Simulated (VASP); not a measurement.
A run of VASP 6.6.1:

Contents of INCAR:

```
SYSTEM = PmTe
  PREC = Accurate
  ENCUT = 520
  EDIFF = 1E-6
  ISMEAR = 0
  SIGMA = 0.05
  LREAL = .FALSE.
  LASPH = .TRUE.
  NELM = 150
  ALGO = Fast
  ISIF = 2
  LWAVE = .FALSE.
  LCHARG = .FALSE.
  ISPIN = 2
  MAGMOM = 4 0
  LORBIT = 11
  NUPDOWN = 2
  LMAXMIX = 6
  LDAU = .TRUE.
  LDAUTYPE = 2
  LDAUL = 3 -1
  LDAUU = 6 0
  LDAUJ = 0 0
  LDAUPRINT = 1
  GGA = CA
```

Contents of KPOINTS:

```
Automatic mesh
0
G
  5 5 5
  0 0 0
```

Contents of POSCAR:

```
PmTe
1.0
    4.1812492200      0.0000000000      0.0000000000
   -2.0906246100      3.6210680400      0.0000000000
    0.0000000000      0.0000000000      4.0806920800
Pm Te
1 1
Direct
    0.0000000000      0.0000000000      0.0000000000
    0.6666666667      0.3333333333      0.5000000000
```

Potentials or basis: VASP PAW PBE potentials, release 64 (Pm, Te).

Run with:

```console
$ cat potpaw_PBE.64/Pm/POTCAR potpaw_PBE.64/Te/POTCAR > POTCAR
$ mpirun -np 1 vasp_std > vasp.out
```

Hardware: 1 thread of Intel(R) Xeon(R) 6975P-C (Granite Rapids) (shared host).

Estimate the wall time of this run.

Wall time 57 s on 1 thread of Intel(R) Xeon(R) 6975P-C (Granite Rapids), with other jobs on the host, peak memory 0.19 GiB. Counts: scf iterations 59, k points 15.
